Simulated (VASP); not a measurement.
All values below come from PBEsol GGA, VASP's PBE PAW potentials (set 64) (plane waves; VASP).

A VASP calculation is set up with these files.

**POSCAR**
```
V
1
   -2.2869999841     2.2869999841     1.2744660924
    2.2869999841    -2.2869999841     1.2744660924
    2.2869999841     2.2869999841    -1.2744660924
V
2
Direct
  0.7500000000   0.2500000000   0.5000000000
  0.0000000000   1.0000000000   0.0000000000
```

KPOINTS:
```
Automatic mesh
0
Gamma
15 15 15
0 0 0
```

**INCAR**
```
NELM = 100
IBRION = 2   # conjugate gradients
LASPH = T   # aspherical one-centre terms
LWAVE = F
NSW = 60
ISIF = 3
ENCUT = 400   # plane-wave cut-off (eV)
EDIFF = 1E-6
LCHARG = F
ALGO = Normal   # blocked Davidson
ISMEAR = 1   # Methfessel-Paxton
PREC = Accurate
GGA = PS   # PBEsol
EDIFFG = -0.01   # ionic stop
SIGMA = 0.1   # width (eV)
SYSTEM = V
LREAL = F   # projection in real space or not
LMAXMIX = 4
```

POTCAR, in this order: V_sv (PBE.64 set). Program: vasp_std.

Output

### OSZICAR
```
       N       E                     dE             d eps       ncg     rms          rms(c)
DAV:   1     0.253527126154E+03    0.25353E+03   -0.13668E+04  9824   0.149E+03
DAV:   2    -0.118031755215E+02   -0.26533E+03   -0.26319E+03  9832   0.500E+02
DAV:   3    -0.204415652206E+02   -0.86384E+01   -0.84483E+01 13625   0.980E+01
DAV:   4    -0.205329953107E+02   -0.91430E-01   -0.91103E-01 11134   0.105E+01
DAV:   5    -0.205342143313E+02   -0.12190E-02   -0.12187E-02 13192   0.122E+00    0.279E+01
DAV:   6    -0.183510603581E+02    0.21832E+01   -0.10451E+01 10618   0.355E+01    0.478E+00
DAV:   7    -0.183097846929E+02    0.41276E-01   -0.18684E-01 11941   0.398E+00    0.189E+00
DAV:   8    -0.182975229358E+02    0.12262E-01   -0.23338E-02 11882   0.225E+00    0.254E-01
DAV:   9    -0.182972130332E+02    0.30990E-03   -0.25830E-03 11800   0.606E-01    0.488E-02
DAV:  10    -0.182972127985E+02    0.23469E-06   -0.45936E-05 13817   0.797E-02    0.102E-02
DAV:  11    -0.182972116858E+02    0.11126E-05   -0.62221E-06 10029   0.266E-02    0.185E-03
DAV:  12    -0.182972115637E+02    0.12214E-06   -0.16379E-07  5561   0.597E-03
   1 F= -.18297212E+02 E0= -.18297805E+02  d E =-.182972E+02
       N       E                     dE             d eps       ncg     rms          rms(c)
DAV:   1    -0.182999579523E+02   -0.27463E-02   -0.74847E-02  9907   0.416E+00    0.554E-01
DAV:   2    -0.182974504198E+02    0.25075E-02   -0.12252E-02 10197   0.137E+00    0.113E-01
DAV:   3    -0.182973044988E+02    0.14592E-03   -0.27584E-04 13288   0.173E-01    0.724E-02
DAV:   4    -0.182972632067E+02    0.41292E-04   -0.10170E-04 13773   0.968E-02    0.953E-03
DAV:   5    -0.182972627053E+02    0.50137E-06   -0.14667E-05 10541   0.483E-02    0.999E-03
DAV:   6    -0.182972622287E+02    0.47663E-06   -0.16511E-06  6057   0.157E-02
   2 F= -.18297262E+02 E0= -.18297835E+02  d E =-.506650E-04
       N       E                     dE             d eps       ncg     rms          rms(c)
DAV:   1    -0.182974471901E+02   -0.18448E-03   -0.49013E-03  9898   0.107E+00    0.143E-01
DAV:   2    -0.182972796496E+02    0.16754E-03   -0.82091E-04 10183   0.354E-01    0.287E-02
DAV:   3    -0.182972701518E+02    0.94978E-05   -0.17598E-05 12781   0.438E-02    0.182E-02
DAV:   4    -0.182972677074E+02    0.24443E-05   -0.64260E-06 10856   0.245E-02    0.256E-03
DAV:   5    -0.182972678996E+02   -0.19218E-06   -0.13140E-06  5167   0.159E-02
   3 F= -.18297268E+02 E0= -.18297846E+02  d E =-.563359E-04
       N       E                     dE             d eps       ncg     rms          rms(c)
DAV:   1    -0.182972862366E+02   -0.18529E-04   -0.49767E-04  9969   0.340E-01    0.460E-02
DAV:   2    -0.182972688599E+02    0.17377E-04   -0.86006E-05 10210   0.115E-01    0.942E-03
DAV:   3    -0.182972678535E+02    0.10064E-05   -0.17727E-06  8531   0.141E-02    0.604E-03
DAV:   4    -0.182972674929E+02    0.36057E-06   -0.73048E-07  5109   0.889E-03
   4 F= -.18297267E+02 E0= -.18297844E+02  d E =-.559292E-04
       N       E                     dE             d eps       ncg     rms          rms(c)
DAV:   1    -0.182977519774E+02   -0.48412E-03   -0.15932E-02  9804   0.190E+00    0.174E-01
DAV:   2    -0.182973638678E+02    0.38811E-03   -0.12353E-03  9938   0.435E-01    0.599E-02
DAV:   3    -0.182972971642E+02    0.66704E-04   -0.12031E-04 12989   0.108E-01    0.265E-02
DAV:   4    -0.182972898127E+02    0.73515E-05   -0.22095E-05 13147   0.469E-02    0.467E-03
DAV:   5    -0.182972897454E+02    0.67303E-07   -0.23140E-06  7374   0.187E-02
   5 F= -.18297290E+02 E0= -.18297855E+02  d E =-.222525E-04
```

### OUTCAR
```
------------------------ aborting loop because EDIFF is reached ----------------------------------------
  FORCE on cell =-STRESS in cart. coord.  units (eV):
  Direction    XX          YY          ZZ          XY          YZ          ZX
  --------------------------------------------------------------------------------------
  Total       -0.0073120     -0.0073120     -0.0108923      0.0000000      0.0000000     -0.0000000
  in kB       -0.4399564     -0.4399564     -0.6553760      0.0000000      0.0000000     -0.0000000
  external PRESSURE =      -0.5117629 kB  Pullay stress =       0.0000000 kB
  volume of cell :       26.63
      direct lattice vectors                 reciprocal lattice vectors
    -2.283982038  2.283982038  1.276125759     0.000000000  0.218915907  0.391810914
     2.283982038 -2.283982038  1.276125759     0.218915907  0.000000000  0.391810914
     2.283982038  2.283982038 -1.276125759     0.218915907  0.218915907  0.000000000
 POSITION                                       TOTAL-FORCE (eV/Angst)
 -----------------------------------------------------------------------------------
      0.00000      2.28398      0.63806         0.000000     -0.000000     -0.000000
      0.00000      0.00000      0.00000        -0.000000      0.000000      0.000000
 -----------------------------------------------------------------------------------
    total drift:                                0.000000      0.000000     -0.000000
  FREE ENERGIE OF THE ION-ELECTRON SYSTEM (eV)
  ---------------------------------------------------
  free  energy   TOTEN  =       -18.2972897454 eV

  energy  without entropy=      -18.2989848825  energy(sigma->0) =      -18.29785479

 reached required accuracy - stopping structural energy minimisation
```
(Selected blocks of OUTCAR.)

### CONTCAR
```
V
   1.00000000000000
    -2.2839820380688329    2.2839820380688329    1.2761257586119512
     2.2839820380688329   -2.2839820380688329    1.2761257586119512
     2.2839820380688329    2.2839820380688329   -1.2761257586119512
  V
     2
Direct
     0.7500000000000000    0.2500000000000000    0.5000000000000000
     0.0000000000000000    0.0000000000000000    0.0000000000000000
```

The structure was generated: V was put into the beta-Sn type (I4_1/amd), which need not be its known phase. This run relaxes it. Symmetry was kept, so distortions that lower it aren't found. The start is the result of an earlier pass. The run is not spin-polarised, so no magnetic state was tried.
